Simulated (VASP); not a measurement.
An input for Quantum ESPRESSO's pw.x (written as the equivalent of a VASP run, and not itself run):

```
&CONTROL
  calculation = 'scf'
  pseudo_dir = './pseudo'
  outdir = './out'
  tprnfor = .true.
  tstress = .true.
/
&SYSTEM
  ibrav = 0
  nat = 3
  ntyp = 2
  ecutwfc = 80
  occupations = 'tetrahedra'
  input_dft = 'vdw-df2'
/
&ELECTRONS
  conv_thr = 7.3e-09
  electron_maxstep = 100
/
ATOMIC_SPECIES
  Si 28.085 Si.upf
  Mo 95.950 Mo.upf
CELL_PARAMETERS angstrom
    -1.6443871    1.6443871    4.0037907
     1.6443871   -1.6443871    4.0037907
     1.6443871    1.6443871   -4.0037907
ATOMIC_POSITIONS crystal
  Si   0.6635958  0.6635958  0.0000000
  Si   0.3364042  0.3364042  0.0000000
  Mo   0.0000000  0.0000000  0.0000000
K_POINTS automatic
  15 15 15 0 0 0
```

Write the VASP files for the same calculation (vdW-DF2).

Several could match; the one computed here: 
### KPOINTS
```
Automatic mesh
0
Gamma
15 15 15
0 0 0
```

POSCAR:
```
MoSi2
1
   -1.6443870602     1.6443870602     4.0037907383
    1.6443870602    -1.6443870602     4.0037907383
    1.6443870602     1.6443870602    -4.0037907383
Si Mo
2 1
Direct
  0.6635958266   0.6635958266   0.0000000000
  0.3364041734   0.3364041734   0.0000000000
  0.0000000000   0.0000000000   0.0000000000
```

INCAR:
```
AGGAC  =  0.0
ALGO  =  Normal
EDIFF  =  1E-7
ENCUT  =  520
GGA  =  ML
ISIF  =  2
ISMEAR  =  -5
LASPH  =  .True.
LCHARG  =  .True.
LEFG  =  .True.
LMAXMIX  =  4
LORBIT  =  11
LREAL  =  .False.
LUSE_VDW  =  .True.
LWAVE  =  .False.
NEDOS  =  601
NELM  =  100
PREC  =  Accurate
SYSTEM  =  MoSi2
ZAB_VDW  =  -1.8867
```

POTCAR, in this order: Si Mo_sv (PBE.64 set). Program: vasp_std.

The two are equivalent in intent, not identical: the potentials are each code's own (VASP's PAW set, PseudoDojo norm-conserving files in pw.x), so ENCUT and ecutwfc are chosen apart and not converted; conv_thr bounds pw.x's estimated SCF error, while EDIFF bounds the energy change between steps; the field gradients of LEFG aren't asked of the other code.

The compound is MoSi2 in the MoSi2 type structure. It was relaxed first, which changed the volume by +7 %.
